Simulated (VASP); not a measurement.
Given:

```
CELL_PARAMETERS angstrom
      0.00000     1.75545     1.75545
      1.75545     0.00000     1.75545
      1.75545     1.75545     0.00000
ATOMIC_POSITIONS crystal
  C  0.50000 0.50000 0.50000
  C  0.75000 0.75000 0.75000
```

Level of theory: PBE GGA, VASP's PBE PAW potentials (set 64) (plane waves; VASP). Run with 400 eV cut-off, 13×13×13 Γ-centred mesh, Fermi-Dirac smearing of 0.050 eV, potentials C.

At this cut-off the stress carries a Pulay error, which pulls relaxed volumes low. Energy and stress use the plane-wave basis of the starting cell.

The ions, cell shape and volume are relaxed. Predict the relaxed structure.

```
CELL_PARAMETERS angstrom
      0.00000     1.77929     1.77929
      1.77929     0.00000     1.77929
      1.77929     1.77929     0.00000
ATOMIC_POSITIONS crystal
  C  0.50000 0.50000 0.50000
  C  0.75000 0.75000 0.75000
```
Space group Fd-3m (227), at a tolerance of 0.03 Å.

How do energy and volume change from the first to the last step?

The energy (σ→0) changes by -14.3 meV/atom and the volume by +4.1 %, in 4 ionic steps.

The structure comes from a computed database's C entry; how it stands against other phases isn't given here. This run relaxes it. Symmetry was kept, so distortions that lower it aren't found. The run is one of a series of settings (EDIFFG = -0.01, IBRION = 2, ISIF = 3, NSW = 50 against the base run), some of them coarse on purpose.
